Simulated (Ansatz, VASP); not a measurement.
# Li2B in VASP and in Ansatz

```
Li B
1.0
     2.05955    0.00000    0.00000
    -1.02978    1.78362    0.00000
     0.00000    0.00000   10.96604
Li B
2 1
Direct
  0.66667 0.33333 0.90800
  0.66667 0.33333 0.09200
  0.33333 0.66667 0.00000
```

Change from the starting cell: species swapped into the WS2 type (P-6m2, No. 187).

Alike in both runs: task single point; functional PBE; k mesh 12 × 12 × 2; occupations gaussian, width 0.1 eV; no spin polarisation.

|  | VASP | Ansatz |
| --- | --- | --- |
| version | VASP 6.6.1 | Ansatz 0.2.0 |
| potentials or method | VASP PAW PBE potentials, release 64 (Li_sv, B) | scalar-relativistic, plane waves, PAW |
| plane-wave cutoff (eV) | 520 | 420 |
| valence electrons in the cell | 9 | 9 |

Ansatz gave:

- gap on the k mesh at the Fermi level (eV): none
- rms of the force components (eV/Å): 5.737

**Question.** Estimate VASP's values.

**Answer.** gap on the k mesh at the Fermi level (eV): none; rms of the force components (eV/Å): 5.686.

Atom by atom the forces differ by 0.052 eV/Å (rms over components). A gap of «none» marks a metal or a gap that the smearing closes. The functional is the same, so the differences come from potentials, cutoffs and numerics.

Caveats: the cell as given lies far from equilibrium.
